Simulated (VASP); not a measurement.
A convergence study with VASP on SnO2 (space group P4_2/mnm): one setting is varied, all else stays as given below, so the limit is that of these other settings.

```
CELL_PARAMETERS angstrom
      4.72578     0.00000     0.00000
      0.00000     4.72578     0.00000
      0.00000     0.00000     3.18043
ATOMIC_POSITIONS crystal
  Sn 0.00000 0.00000 0.00000
  Sn 0.50000 0.50000 0.50000
  O  0.30700 0.30700 0.00000
  O  0.80700 0.19300 0.50000
  O  0.19300 0.80700 0.50000
  O  0.69300 0.69300 0.00000
```

Method: PBE GGA, VASP's PBE PAW potentials (set 64) (plane waves; VASP). The tightest run used: 400 eV cut-off, 7×7×10 Γ-centred mesh, Gaussian smearing of 0.010 eV, potentials Sn_d O.

```tsv
setting	mean ε∞	irreducible k-points
2×2×3 mesh	6.03	6
3×3×4 mesh	4.75	9
4×4×5 mesh	4.44	18
```

Question: These are the cheaper rows. Estimate the results at 7×7×10 mesh, and how far the last row shown lies from them.

Answer: 
```tsv
quantity	tightest run	last row shown is off by
mean ε∞	4.30	0.14
```

Left out are rungs that failed or repeat a setting and relaxations that didn't move; long series are thinned to 24 rows.

The structure is a typed SnO2 crystal (space group no. 136). The cell was not relaxed at this level, forces remain on its atoms.
